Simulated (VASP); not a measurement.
VASP ran on this input.

POSCAR:
```
HfO2
1.0
  0.0000000000   2.5313443957   2.5313443957
  2.5313443957   0.0000000000   2.5313443957
  2.5313443957   2.5313443957   0.0000000000
Hf O
1 2
Direct
  0.0000000000   0.0000000000   0.0000000000
  0.2500000000   0.2500000000   0.2500000000
  0.7500000000   0.7500000000   0.7500000000
```

KPOINTS:
```
Automatic mesh
0
gamma
 7 7 7
```

INCAR:
```
ISMEAR = 0
IBRION = 2   # conjugate gradients
LASPH = .TRUE.
LMAXMIX = 6   # l cut-off of mixed one-centre charges
EDIFF = 1E-6   # SCF stop (eV)
ENCUT = 480   # plane-wave cut-off (eV)
PREC = Accurate
GGA = PE   # PBE
SYSTEM = HfO2
EDIFFG = -0.02
LREAL = .FALSE.
ALGO = Normal
SIGMA = 0.05
NELM = 100
LWAVE = .FALSE.
NSW = 60
ISIF = 3   # ions, shape and volume
LCHARG = .FALSE.
```

POTCAR, in this order: Hf O (PBE.64 set). Program: vasp_std.

### Question
Write an equivalent input for Quantum ESPRESSO's pw.x.

### Answer
One equivalent input (not run):
```
&CONTROL
  calculation = 'vc-relax'
  pseudo_dir = './pseudo'
  outdir = './out'
  tprnfor = .true.
  tstress = .true.
  nstep = 60
  forc_conv_thr = 0.00078
/
&SYSTEM
  ibrav = 0
  nat = 3
  ntyp = 2
  ecutwfc = 84
  occupations = 'smearing'
  smearing = 'gaussian'
  degauss = 0.003675
  input_dft = 'pbe'
/
&ELECTRONS
  conv_thr = 7.3e-08
  electron_maxstep = 100
/
&IONS
/
&CELL
/
ATOMIC_SPECIES
  Hf 178.490 Hf.upf
  O 15.999 O.upf
CELL_PARAMETERS angstrom
    -0.0000000    2.5313444    2.5313444
     2.5313444    0.0000000    2.5313444
     2.5313444    2.5313444    0.0000000
ATOMIC_POSITIONS crystal
  Hf   0.0000000  0.0000000  0.0000000
  O    0.2500000  0.2500000  0.2500000
  O    0.7500000  0.7500000  0.7500000
K_POINTS automatic
  7 7 7 0 0 0
```
The two are equivalent in intent, not identical: the potentials are each code's own (VASP's PAW set, PseudoDojo norm-conserving files in pw.x), so ENCUT and ecutwfc are chosen apart and not converted; conv_thr bounds pw.x's estimated SCF error, while EDIFF bounds the energy change between steps; forc_conv_thr acts on force components and is met together with etot_conv_thr.

The compound is HfO2 in the fluorite structure, the high-temperature cubic form, which is unstable at 0 K; the monoclinic form is the stable one. It was relaxed first. The start is the result of an earlier pass.
